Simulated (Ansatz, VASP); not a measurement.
One calculation of Cu2W, two programs

```
CELL_PARAMETERS angstrom
4.24141 0.00000 0.00000
-2.12070 3.67317 0.00000
0.00000 0.00000 2.54428
ATOMIC_POSITIONS crystal
Cu 0.33333 0.66667 0.00000
Cu 0.66667 0.33333 0.00000
W 0.00000 0.00000 0.50000
```

Alike in both runs: functional PBE; k mesh 6 × 6 × 6; occupations gaussian, width 0.1 eV; no spin polarisation.

Ansatz relaxed the structure, and its values are those at the end. VASP's run is a single point on that final structure, the one shown.

|  | VASP | Ansatz |
| --- | --- | --- |
| version | VASP 6.6.1 | Ansatz 0.2.0 |
| potentials or method | VASP PAW PBE potentials, release 64 (Cu, W_sv) | scalar-relativistic, plane waves, PAW |
| plane-wave cutoff (eV) | 520 | 420 |
| valence electrons in the cell | 36 | 52 |

|  | VASP | Ansatz | Ansatz less VASP |
| --- | --- | --- | --- |
| gap on the k mesh at the Fermi level (eV) | none | none | - |
| pressure (GPa) | 0.7 | 0.0 | -0.71 |

A gap of «none» marks a metal or a gap that the smearing closes. With one functional, cell and mesh, what is left measures potentials, basis and numerics. The two sets of potentials don't hold the same shells in valence.

Caveats: the k mesh is coarse (spacing up to 0.41 Å⁻¹), so the values aren't converged. The runs have no spin-orbit coupling, so splittings on W are missing.
